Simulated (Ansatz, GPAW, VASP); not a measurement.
**ZnS (P6_3mc, 4 atoms in the cell) computed with different codes at matched settings**

Self-consistent single point.

```
ZnS
1.0
    3.80580     0.00000     0.00000
   -1.90290     3.29592     0.00000
    0.00000     0.00000     6.23798
Zn S
2 2
Direct
  0.33333   0.66667   0.00014
  0.66667   0.33333   0.50014
  0.33333   0.66667   0.37486
  0.66667   0.33333   0.87486
```

All programs got the same cell, k-point mesh and kind of occupations (in Ansatz's words: kpoints.mp_grid.grid = 8 8 5; scf.occupations.method = fermi_dirac; scf.occupations.width = 0.05 eV); potentials, basis and cutoffs are each program's usual ones.

```tsv
code	model	pressure (GPa)	largest force (eV/Å)	gap on the mesh (eV)	cutoff
Ansatz	PBE, default PAW files	2.26	0.011	2.221	420 eV
GPAW	PBE, GPAW PAW datasets PBE (gpaw-data 1.0.1)	2.39	0.012	2.213	800 eV
VASP	PBE, VASP's PBE PAW potentials (set 64)	–	–	2.219	300 eV
```

A dash marks a value that a program does not give, or that is left out as unsure.

Gaps are read on the mesh.

The spread over the programs that give each value: pressure within 0.13 GPa; largest force within 0.001 eV/Å; gap on the mesh within 0.008 eV.

The starting cell comes from a database of computed structures (which also holds hypothetical and non-ambient phases and stackings), without a prior relaxation at this level.

Problem. Why do the programs differ, and what cannot be compared?

Solution. Differences of this kind can come from the potentials, where these differ, and from what each basis and cutoff leave unconverged. The zero of total energies and Fermi levels follows the potentials and each program's conventions, so they are not compared here. Ansatz's pressure is given at a fixed set of plane waves, as the other plane-wave codes print theirs; with its correction for the finite basis it is 2.33 GPa.

VASP's run is marked for a possible Pulay error in its stress at this cutoff; no cutoff test was made.

Left out of this page: Quantum ESPRESSO, ABINIT, CP2K, Elk and SIESTA (not drawn, or without a comparable value); FLEUR (with a known weakness of the program).

Ansatz is a first-principles code.

Keys are those of Ansatz 0.2.
